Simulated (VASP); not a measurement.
These are r2SCAN meta-GGA, VASP's PBE PAW potentials (set 64) (plane waves; VASP 6.6.1) values and carry that method's errors.

VASP ran on this input.

KPOINTS_OPT:
```
k-points along high-symmetry lines
10
Line-mode
Reciprocal
  0.000000   0.000000   0.000000 ! GAMMA
 -0.500000  -0.500000   0.000000 ! X

 -0.500000  -0.500000   0.000000 ! X
 -0.375000  -0.375000   0.250000 ! U

 -0.375000   0.000000   0.375000 ! K
  0.000000   0.000000   0.000000 ! GAMMA

  0.000000   0.000000   0.000000 ! GAMMA
  0.000000   0.000000   0.500000 ! L

  0.000000   0.000000   0.500000 ! L
 -0.500000  -0.250000   0.250000 ! W

 -0.500000  -0.250000   0.250000 ! W
 -0.500000  -0.500000   0.000000 ! X
```

**INCAR**
```
! general
SYSTEM  = MnB
PREC    = Accurate
ENCUT   = 520   ! plane-wave cut-off (eV)
LREAL   = .FALSE.   ! projection in real space or not
LASPH   = .TRUE.

! electronic loop
EDIFF   = 1E-7
NELM    = 100
ALGO    = Normal   ! blocked Davidson
LMAXMIX = 4   ! l cut-off of mixed one-centre charges
LMIXTAU = .TRUE.

! smearing
ISMEAR  = -5

! functional
METAGGA = R2SCAN

! spin
ISPIN   = 2   ! spin-polarised
MAGMOM  = -2.4 0.4

! ions
ISIF    = 2   ! forces and stress, cell fixed

! output
LWAVE   = .FALSE.
LCHARG  = .FALSE.
LORBIT  = 11
NEDOS   = 601   ! DOS grid
```

### KPOINTS
```
K-points
0
Gamma
11 11 11
```

File POSCAR:
```
MnB
1
   -0.0000000000     2.2853613038     2.2853613038
    2.2853613038    -0.0000000000     2.2853613038
    2.2853613038     2.2853613038     0.0000000000
Mn B
1 1
Direct
  0.0000000000   0.0000000000   0.0000000000
  0.2500000000   0.2500000000   0.2500000000
```

POTCAR, in this order: Mn_pv B (PBE.64 set). Program: vasp_std.

The resulting files:

OUTCAR:
```
 ion  position               nearest neighbor table
   1  0.000  0.000  0.000-   2 1.98   2 1.98   2 1.98   2 1.98
   2  0.250  0.250  0.250-   1 1.98   1 1.98   1 1.98   1 1.98
  LATTYP: Found a face centered cubic cell.
 ALAT       =     4.5707226076
 Subroutine PRICEL returns:
 Original cell was already a primitive cell.
 Subroutine GETGRP returns: Found 24 space group operations
The static configuration has the point symmetry T_d .
The dynamic configuration has the point symmetry T_d .
The overall configuration has the point symmetry T_d .
 Subroutine INISYM returns: Found 24 space group operations
 Subroutine IBZKPT returns following result:
 Found     56 irreducible k-points:

 Following reciprocal coordinates:
            Coordinates               Weight
  0.000000  0.000000  0.000000      1.000000
  0.090909  0.000000  0.000000      8.000000
  0.181818  0.000000  0.000000      8.000000
  0.272727  0.000000  0.000000      8.000000
  0.363636  0.000000  0.000000      8.000000
  0.454545  0.000000  0.000000      8.000000
  0.090909  0.090909  0.000000      6.000000
  0.181818  0.090909  0.000000     24.000000
  0.272727  0.090909  0.000000     24.000000
  0.363636  0.090909  0.000000     24.000000
  0.454545  0.090909  0.000000     24.000000
 -0.454545  0.090909  0.000000     24.000000
 -0.363636  0.090909  0.000000     24.000000
 -0.272727  0.090909  0.000000     24.000000
 -0.181818  0.090909  0.000000     24.000000
 -0.090909  0.090909  0.000000     12.000000
  0.181818  0.181818  0.000000      6.000000
  0.272727  0.181818  0.000000     24.000000
  0.363636  0.181818  0.000000     24.000000
  0.454545  0.181818  0.000000     24.000000
 -0.454545  0.181818  0.000000     24.000000
 -0.363636  0.181818  0.000000     24.000000
 -0.272727  0.181818  0.000000     24.000000
...
```

### OSZICAR
```
       N       E                     dE             d eps       ncg     rms          rms(c)
DAV:   1     0.104956591244E+03    0.10496E+03   -0.99414E+03  2928   0.144E+03
DAV:   2    -0.238055063587E+02   -0.12876E+03   -0.12289E+03  2997   0.354E+02
DAV:   3    -0.277629963857E+02   -0.39575E+01   -0.39156E+01  3292   0.705E+01
DAV:   4    -0.278009772008E+02   -0.37981E-01   -0.37980E-01  3357   0.719E+00
DAV:   5    -0.278016311907E+02   -0.65399E-03   -0.65369E-03  3332   0.961E-01    0.224E+01
DAV:   6    -0.273023413720E+02    0.49929E+00   -0.47650E+01  3072   0.116E+02    0.284E+01
DAV:   7    -0.205285058378E+02    0.67738E+01   -0.18446E+01  2967   0.701E+01    0.531E+00
DAV:   8    -0.206893466460E+02   -0.16084E+00   -0.67927E-01  3047   0.840E+00    0.185E+00
DAV:   9    -0.207356277962E+02   -0.46281E-01   -0.12295E-01  3132   0.340E+00    0.111E+00
DAV:  10    -0.207463317728E+02   -0.10704E-01   -0.52457E-02  2962   0.196E+00    0.344E-01
DAV:  11    -0.207479418229E+02   -0.16101E-02   -0.43783E-03  3027   0.773E-01    0.144E-01
DAV:  12    -0.207480601819E+02   -0.11836E-03   -0.17473E-03  3087   0.479E-01    0.121E-01
DAV:  13    -0.207482616438E+02   -0.20146E-03   -0.33209E-04  2922   0.224E-01    0.354E-02
DAV:  14    -0.207482739951E+02   -0.12351E-04   -0.32450E-05  3297   0.644E-02    0.120E-02
DAV:  15    -0.207482728133E+02    0.11818E-05   -0.60335E-06  3007   0.326E-02    0.484E-03
DAV:  16    -0.207482729431E+02   -0.12980E-06   -0.93451E-07  2992   0.139E-02    0.139E-03
DAV:  17    -0.207482729410E+02    0.20445E-08   -0.30908E-07  3357   0.522E-03
   1 F= -.20748273E+02 E0= -.20748273E+02  d E =0.000000E+00  mag=    -2.0000
       N       E                     dE             ncg
       N       E                     dE             ncg
```

**OUTCAR**
```
------------------------ aborting loop because EDIFF is reached ----------------------------------------
  FORCE on cell =-STRESS in cart. coord.  units (eV):
  Direction    XX          YY          ZZ          XY          YZ          ZX
  --------------------------------------------------------------------------------------
  Total        0.0064403      0.0064403      0.0064403      0.0000000      0.0000000      0.0000000
  in kB        0.4322343      0.4322343      0.4322343      0.0000000      0.0000000      0.0000000
  external PRESSURE =       0.4322343 kB  Pullay stress =       0.0000000 kB
  volume of cell :       23.87
      direct lattice vectors                 reciprocal lattice vectors
     0.000000000  2.285361304  2.285361304    -0.218783787  0.218783787  0.218783787
     2.285361304  0.000000000  2.285361304     0.218783787 -0.218783787  0.218783787
     2.285361304  2.285361304  0.000000000     0.218783787  0.218783787 -0.218783787
 POSITION                                       TOTAL-FORCE (eV/Angst)
 -----------------------------------------------------------------------------------
      0.00000      0.00000      0.00000        -0.000000     -0.000000      0.000000
      1.14268      1.14268      1.14268         0.000000      0.000000     -0.000000
 -----------------------------------------------------------------------------------
    total drift:                                0.000013      0.000013      0.000013
  FREE ENERGIE OF THE ION-ELECTRON SYSTEM (eV)
  ---------------------------------------------------
  free  energy   TOTEN  =       -20.7482729410 eV

  energy  without entropy=      -20.7482729410  energy(sigma->0) =      -20.74827294

 total charge

# of ion       s       p       d       tot
------------------------------------------
    1        0.395   6.323   5.189  11.906
    2        0.809   1.148   0.000   1.957
--------------------------------------------------
tot          1.204   7.471   5.189  13.864

 magnetization (x)

# of ion       s       p       d       tot
------------------------------------------
    1        0.004   0.033  -2.438  -2.402
    2        0.061   0.297   0.000   0.358
--------------------------------------------------
tot          0.065   0.329  -2.438  -2.044
```
(Selected blocks of OUTCAR.)

For a metal the tetrahedron method with Blöchl corrections gives inexact stress and forces.

The structure was generated: MnB was put into the zinc blende type (F-43m), which need not be its known phase. It was relaxed first, which changed the volume by -30 %.
